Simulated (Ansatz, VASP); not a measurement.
# CuC2: VASP beside Ansatz, part 2 of 2

One calculation is typed for both programs; each brings its own data sets. How far apart do they land? The cell is invented: As first built, before any earlier steps moved the atoms (in the runner's words): it takes the Si2Ni structure with all of its atoms replaced by other elements, volume scaled by an estimate. It may not be a known or stable phase. The cell is taken from a series of runs on this material, whose earlier steps may have relaxed, scaled, displaced or heated it; both programs get it as it stands. Valence electrons are named where the data sets of a main pair hold unlike numbers.

VASP 6.6.1 and Ansatz 0.2.0.

So far: The structure; Ansatz: zone-centre phonons, LDA.

## Step 3: VASP: zone-centre phonons, LDA

Level of this step: LDA; plane waves and PAW (Cu, C); invented cell (VASP).

The same cell, functional (in two slightly different forms), mesh and smearing now go to VASP, with its own data sets.

Lines of VASP's logs that name or quote its potential files are left out, and so is its time.

INCAR

```
SYSTEM = CuC2
PREC = Accurate
ENCUT = 520
EDIFF = 1E-08
NELM = 100
ISMEAR = -1
SIGMA = 0.05
LREAL = .FALSE.
ALGO = Normal
GGA = CA
NBANDS = 15
LASPH = .TRUE.
LORBIT = 11
LWAVE = .FALSE.
LCHARG = .FALSE.
KPAR = 2
ISIF = 2
IBRION = 8
```

POSCAR

```
CuC2
1.0
    0.0000000000      2.3476160804      2.3476160804
    2.3476160804      0.0000000000      2.3476160804
    2.3476160804      2.3476160804      0.0000000000
Cu C
1 2
Direct
    0.0000000000      0.0000000000      0.0000000000
    0.2500000000      0.2500000000      0.2500000000
    0.7500000000      0.7500000000      0.7500000000
```

KPOINTS

```
Automatic mesh
0
Gamma
8 8 8
0 0 0
```

PAW data sets: Cu and C (LDA family, release 64).

Command:

```
$ mpirun -np 2 vasp_std
```

Numbers of over 12 decimals in the logs are rounded to 6 here.

Log:

```text
[banner, memory and clock lines left out]
running    2 mpi-ranks, on    1 nodes
 distrk:  each k-point on    1 cores,    2 groups
 distr:  one band on    1 cores,    1 groups

 POSCAR found type information on POSCAR CuC
 POSCAR found :  2 types and       3 ions
 LDA part: xc-table for (Slater(with rela. corr.)+CA(PZ))
 , standard interpolation
 POSCAR, INCAR and KPOINTS ok, starting setup
 FFT: planning ... GRIDC
 FFT: planning ... GRID_SOFT
 FFT: planning ... GRID
 WAVECAR not read
 entering main loop
       N       E                     dE             d eps       ncg     rms          rms(c)
DAV:   1     0.955276741607E+02    0.95528E+02   -0.91404E+03   886   0.172E+03
DAV:   2    -0.164758846755E+02   -0.11200E+03   -0.10400E+03  1024   0.308E+02
DAV:   3    -0.236853206549E+02   -0.72094E+01   -0.67883E+01  1057   0.752E+01
DAV:   4    -0.238690829389E+02   -0.18376E+00   -0.18321E+00  1083   0.119E+01
DAV:   5    -0.238730957613E+02   -0.40128E-02   -0.40126E-02  1132   0.174E+00    0.267E+01
DAV:   6    -0.364786386886E+02   -0.12606E+02   -0.15592E+02   885   0.469E+02    0.225E+01
DAV:   7    -0.195838684260E+02    0.16895E+02   -0.30401E+01  1052   0.157E+02    0.949E+00
DAV:   8    -0.178616353776E+02    0.17222E+01   -0.28473E+00  1216   0.621E+01    0.429E+00
DAV:   9    -0.175130311037E+02    0.34860E+00   -0.13645E+00  1364   0.418E+01    0.743E-01
DAV:  10    -0.175709313462E+02   -0.57900E-01   -0.28305E-01  1368   0.103E+01    0.191E+00
DAV:  11    -0.175203211970E+02    0.50610E-01   -0.13250E-01  1089   0.151E+01    0.225E-01
DAV:  12    -0.175211296902E+02   -0.80849E-03   -0.18536E-02  1257   0.311E+00    0.198E-01
DAV:  13    -0.175209286009E+02    0.20109E-03   -0.58618E-03  1003   0.261E+00    0.194E-01
DAV:  14    -0.175204043058E+02    0.52430E-03   -0.76281E-04  1119   0.122E+00    0.347E-02
DAV:  15    -0.175204020581E+02    0.22476E-05   -0.85077E-05  1255   0.107E-01    0.268E-02
DAV:  16    -0.175203937080E+02    0.83502E-05   -0.16462E-05  1129   0.143E-01    0.114E-02
DAV:  17    -0.175203916630E+02    0.20450E-05   -0.60156E-06  1392   0.793E-02    0.223E-03
DAV:  18    -0.175203917026E+02   -0.39539E-07   -0.10859E-06  1311   0.149E-02    0.256E-04
DAV:  19    -0.175203917105E+02   -0.79169E-08   -0.90406E-09   618   0.345E-03
   1 F= -.17520392E+02 E0= -.17508472E+02  d E =-.238398E-01
 Linear response reoptimize wavefunctions to high precision
DAV:   1    -0.175203917072E+02    0.32851E-08   -0.51612E-09  1104   0.235E-03
DAV:   2    -0.175203917073E+02   -0.13324E-09   -0.10975E-09   571   0.300E-04
DAV:   3    -0.175203917073E+02    0.40473E-10   -0.72978E-11   491   0.919E-05
 Linear response DOF=           2
 Linear response progress:
  Degree of freedom:   1/  2
       N       E                     dE             d eps       ncg     rms          rms(c)
RMM:   1    -0.238819028200E+00   -0.23882E+00   -0.95302E-02  2576   0.654E+00
RMM:   2    -0.237021716458E+00    0.17973E-02   -0.14136E-02  2531   0.194E+00    0.218E-01
RMM:   3    -0.237622159951E+00   -0.60044E-03   -0.32137E-03  2735   0.473E-01    0.137E-01
RMM:   4    -0.238010895272E+00   -0.38874E-03   -0.10733E-03  2746   0.282E-01    0.237E-02
RMM:   5    -0.237875824918E+00    0.13507E-03   -0.70319E-05  2711   0.718E-02    0.981E-03
RMM:   6    -0.237879775085E+00   -0.39502E-05   -0.42552E-06  2542   0.314E-02    0.774E-03
RMM:   7    -0.237899050764E+00   -0.19276E-04   -0.26369E-06  2498   0.178E-02    0.232E-03
RMM:   8    -0.237886707749E+00    0.12343E-04   -0.15931E-07  2913   0.519E-03    0.906E-04
RMM:   9    -0.237877032519E+00    0.96752E-05   -0.38614E-08  2882   0.184E-03    0.874E-05
RMM:  10    -0.237877805187E+00   -0.77267E-06   -0.40967E-09  2888   0.506E-04    0.434E-05
RMM:  11    -0.237877509622E+00    0.29556E-06   -0.97671E-09  2824   0.196E-04    0.120E-05
RMM:  12    -0.237877391689E+00    0.11793E-06   -0.21840E-08  2953   0.108E-04    0.577E-06
RMM:  13    -0.237877406737E+00   -0.15048E-07   -0.20408E-08  2714   0.751E-05    0.967E-07
RMM:  14    -0.237877398970E+00    0.77671E-08   -0.15215E-08  2965   0.637E-05    0.504E-07
 first order change of Fermi-energy  -0.40085E-03
 force on displaced ion       1 direction 1 :  -9.949   0.000   0.000
 Linear response progress:
  Degree of freedom:   2/  2
       N       E                     dE             d eps       ncg     rms          rms(c)
RMM:   1    -0.110784859127E+00   -0.11078E+00   -0.16278E-02  5374   0.396E+00
RMM:   2    -0.102798588990E+00    0.79863E-02   -0.11546E-02  4068   0.156E+00    0.925E-02
RMM:   3    -0.103544441112E+00   -0.74585E-03   -0.37258E-03  4731   0.489E-01    0.433E-02
RMM:   4    -0.103614713098E+00   -0.70272E-04   -0.99666E-05  4748   0.107E-01    0.159E-02
RMM:   5    -0.103663159675E+00   -0.48447E-04   -0.13791E-05  4790   0.321E-02    0.371E-03
RMM:   6    -0.103661506287E+00    0.16534E-05   -0.11895E-07  4662   0.938E-03    0.101E-03
RMM:   7    -0.103659844484E+00    0.16618E-05   -0.41021E-07  4316   0.435E-03    0.688E-04
RMM:   8    -0.103658671505E+00    0.11730E-05    0.17472E-07  4340   0.211E-03    0.297E-04
RMM:   9    -0.103658021443E+00    0.65006E-06   -0.58200E-08  4908   0.878E-04    0.153E-04
RMM:  10    -0.103657757168E+00    0.26427E-06   -0.27119E-08  4719   0.320E-04    0.327E-05
RMM:  11    -0.103657717700E+00    0.39469E-07   -0.75708E-09  4847   0.154E-04    0.986E-06
RMM:  12    -0.103657705541E+00    0.12159E-07   -0.72962E-09  4833   0.887E-05    0.271E-06
RMM:  13    -0.103657679977E+00    0.25564E-07   -0.85251E-09  5003   0.673E-05    0.108E-06
RMM:  14    -0.103657681417E+00   -0.14400E-08   -0.74166E-09  4179   0.595E-05    0.201E-07
 first order change of Fermi-energy   0.61445E-04
 force on displaced ion       2 direction 1 :   0.111  -0.000  -0.000
 Linear response finished
```

OUTCAR, selected parts (step 3):

```text
ion  position               nearest neighbor table
   1  0.000  0.000  0.000-   3 2.03   3 2.03   3 2.03   2 2.03   3 2.03   2 2.03   2 2.03   2 2.03

  LATTYP: Found a face centered cubic cell.
 ALAT       =     4.6952321608

 Subroutine GETGRP returns: Found 48 space group operations
 (whereof 48 operations were pure point group operations)

The static configuration has the point symmetry O_h .

 Found     29 irreducible k-points:

   k-points           NKPTS =     29   k-points in BZ     NKDIM =     29   number of bands    NBANDS=     15

   dimension x,y,z NGX =    28 NGY =   28 NGZ =   28
   dimension x,y,z NGXF=    56 NGYF=   56 NGZF=   56

   ENCUT  =  520.0 eV  38.22 Ry    6.18 a.u.   6.17  6.17  6.17*2*pi/ulx,y,z

   NELECT =      19.0000    total number of electrons

 k-points in reciprocal lattice and weights: Automatic mesh
   0.00000000  0.00000000  0.00000000       0.002
   0.12500000  0.00000000  0.00000000       0.016
   0.25000000  0.00000000  0.00000000       0.016
   0.37500000  0.00000000  0.00000000       0.016
   0.50000000  0.00000000  0.00000000       0.008
   0.12500000  0.12500000  0.00000000       0.012
   0.25000000  0.12500000  0.00000000       0.047
   0.37500000  0.12500000  0.00000000       0.047
   0.50000000  0.12500000  0.00000000       0.047
[...]
-0.37500000  0.50000000  0.12500000       0.023
  -0.25000000  0.50000000  0.25000000       0.012

 average (electrostatic) potential at core
       1 -66.2230       2 -52.8133       3 -52.8133

  Total       -0.0253469     -0.0253469     -0.0253469      0.0000000      0.0000000      0.0000000
  in kB       -1.5693687     -1.5693687     -1.5693687      0.0000000      0.0000000      0.0000000
  external PRESSURE =      -1.5693687 kB  Pullay stress =       0.0000000 kB

  energy-cutoff  :      520.00
  volume of cell :       25.88
      direct lattice vectors                 reciprocal lattice vectors
     0.000000000  2.347616080  2.347616080    -0.212982014  0.212982014  0.212982014
     2.347616080  0.000000000  2.347616080     0.212982014 -0.212982014  0.212982014
     2.347616080  2.347616080  0.000000000     0.212982014  0.212982014 -0.212982014

 POSITION                                       TOTAL-FORCE (eV/Angst)
 -----------------------------------------------------------------------------------
      0.00000      0.00000      0.00000         0.000000     -0.000000     -0.000000
      1.17381      1.17381      1.17381        -0.000000      0.000000     -0.000000
      3.52142      3.52142      3.52142         0.000000      0.000000      0.000000
 -----------------------------------------------------------------------------------
    total drift:                               -0.000000     -0.000000      0.000000

 Eigenvectors and eigenvalues of the dynamical matrix
 ----------------------------------------------------

   1 f  =   11.779817 THz    74.014771 2PiTHz  392.932390 cm-1    48.717385 meV
             X         Y         Z           dx          dy          dz
      0.000000  0.000000  0.000000    -0.005185   -0.525104    0.000000
      1.173808  1.173808  1.173808     0.005942    0.601734   -0.000000
      3.521424  3.521424  3.521424     0.005942    0.601734   -0.000000

   2 f  =   11.779817 THz    74.014771 2PiTHz  392.932390 cm-1    48.717385 meV
             X         Y         Z           dx          dy          dz
      0.000000  0.000000  0.000000     0.000000    0.000000    0.525130
      1.173808  1.173808  1.173808    -0.000000   -0.000000   -0.601763
      3.521424  3.521424  3.521424    -0.000000   -0.000000   -0.601763

   3 f  =   11.779817 THz    74.014771 2PiTHz  392.932390 cm-1    48.717385 meV
             X         Y         Z           dx          dy          dz
      0.000000  0.000000  0.000000     0.525104   -0.005185    0.000000
      1.173808  1.173808  1.173808    -0.601734    0.005942    0.000000
      3.521424  3.521424  3.521424    -0.601734    0.005942   -0.000000

   4 f/i=    0.018961 THz     0.119133 2PiTHz    0.632460 cm-1     0.078415 meV
             X         Y         Z           dx          dy          dz
      0.000000  0.000000  0.000000    -0.010040   -0.066711   -0.848344
      1.173808  1.173808  1.173808    -0.004381   -0.029108   -0.370154
      3.521424  3.521424  3.521424    -0.004381   -0.029108   -0.370154

   5 f/i=    0.018961 THz     0.119133 2PiTHz    0.632460 cm-1     0.078415 meV
             X         Y         Z           dx          dy          dz
      0.000000  0.000000  0.000000     0.817842    0.233637   -0.028051
      1.173808  1.173808  1.173808     0.356846    0.101942   -0.012239
      3.521424  3.521424  3.521424     0.356846    0.101942   -0.012239

   6 f/i=    0.018961 THz     0.119133 2PiTHz    0.632460 cm-1     0.078415 meV
             X         Y         Z           dx          dy          dz
      0.000000  0.000000  0.000000     0.235100   -0.815599    0.061353
      1.173808  1.173808  1.173808     0.102580   -0.355867    0.026770
      3.521424  3.521424  3.521424     0.102580   -0.355867    0.026770

   7 f/i=   10.247697 THz    64.388178 2PiTHz  341.826369 cm-1    42.381049 meV
             X         Y         Z           dx          dy          dz
      0.000000  0.000000  0.000000    -0.000000   -0.000000    0.000000
      1.173808  1.173808  1.173808    -0.000000    0.000000    0.707107
      3.521424  3.521424  3.521424     0.000000   -0.000000   -0.707107

   8 f/i=   10.247697 THz    64.388178 2PiTHz  341.826369 cm-1    42.381049 meV
             X         Y         Z           dx          dy          dz
      0.000000  0.000000  0.000000    -0.000000    0.000000    0.000000
      1.173808  1.173808  1.173808     0.707092    0.004527    0.000000
      3.521424  3.521424  3.521424    -0.707092   -0.004527    0.000000

   9 f/i=   10.247697 THz    64.388178 2PiTHz  341.826369 cm-1    42.381049 meV
             X         Y         Z           dx          dy          dz
      0.000000  0.000000  0.000000    -0.000000    0.000000   -0.000000
      1.173808  1.173808  1.173808    -0.004527    0.707092   -0.000000
      3.521424  3.521424  3.521424     0.004527   -0.707092    0.000000

 ELASTIC MODULI CONTR FROM IONIC RELAXATION (kBar)
 Direction    XX          YY          ZZ          XY          YZ          ZX
 --------------------------------------------------------------------------------
 XX          -0.0000      0.0000     -0.0000      0.0000      0.0000     -0.0000
 YY          -0.0000      0.0000     -0.0000      0.0000      0.0000     -0.0000
 ZZ           0.0000      0.0000      0.0000      0.0000     -0.0000     -0.0000
 XY           0.0000      0.0000      0.0000      0.0000     -0.0000     -0.0000
 YZ           0.0000     -0.0000      0.0000     -0.0000      0.0000      0.0000
 ZX          -0.0000     -0.0000     -0.0000     -0.0000      0.0000     -0.0000
 --------------------------------------------------------------------------------
```

This run has no spin polarisation. Its electron count is odd, so without a moment it is a metal by construction. Energies printed during the response cycles are not total energies of the cell.

## Step 4: Side by side

Known differences besides the potentials themselves: the two LDA forms differ slightly; the data sets hold 27 valence electrons in Ansatz (on its default PAW (the set named soft_2) files) and 19 in VASP; the cutoff is 420 eV in Ansatz and 520 eV in VASP; VASP's log shows a relativistic correction to its local exchange, Ansatz's none. Total energies have different zeros and are not compared.

The two programs side by side:

| quantity | Ansatz | VASP | difference |
| --- | --- | --- | --- |
| optical mode 1 to 3 (imaginary, printed as negative) (cm⁻¹) | -294.5 | -341.8 | +47.3 |
| optical mode 4 to 6 (cm⁻¹) | 391.9 | 392.9 | -0.27 % |

Modes are paired by rising frequency, not by their patterns, so a pair may set unlike modes beside each other; they are those without the splitting of longitudinal modes.

## Step 5: Further runs

Further runs change the set-up of one program: Ansatz's method, potentials or start, or VASP's data sets, cutoff or form of LDA. The table gives Ansatz less VASP for each quantity, since a change that brings one quantity closer may part another.

| run | optical mode 1 to 3 (imaginary, printed as negative) (cm⁻¹) | optical mode 4 to 6 (%) |
| --- | --- | --- |
| as above | 47 | -0.27 |
| VASP with the data sets Cu_sv_GW and C_GW and a cutoff of 750 eV | -5.0 | -0.67 |
| VASP with the data sets Cu and C_h and a cutoff of 1190 eV | 48 | -0.38 |

## Step 6: What came out

```
r.m.s. difference of the optical zone-centre modes, each program's sorted by frequency (zone-centre phonons, LDA) : 33 cm⁻¹
```

In words: The r.m.s. difference of the optical zone-centre modes, each program's sorted by frequency is 33 cm⁻¹ (zone-centre phonons, LDA). The data sets hold unlike numbers of valence electrons (27 in Ansatz and 19 in VASP), so part of the differences comes from the potentials. Zone-centre phonons, LDA, VASP with the data sets Cu_sv_GW and C_GW and a cutoff of 750 eV: the difference in optical mode 1 to 3 (imaginary, printed as negative) goes from 47 to -5.0 cm⁻¹; the difference in optical mode 4 to 6 goes from -0.27 to -0.67 %. Zone-centre phonons, LDA, VASP with the data sets Cu and C_h and a cutoff of 1190 eV: the difference in optical mode 4 to 6 goes from -0.27 to -0.38 %. Such differences can come from data sets, numerical settings and the points named under the comparisons, not from the functional's error against experiment.

[Lines on the potential files, build, host, timing and source positions are cut from VASP's logs without a mark.]

[Logs are printed without paths, hosts, clocks, repeated set-up lines and the standing remarks that a program may print on its own settings, such as how far it seeks lower states.]

[Hosts, paths, dates, database ids (printed as entryN), source tags and the programs' standing remarks are cut or masked in the printed files.]
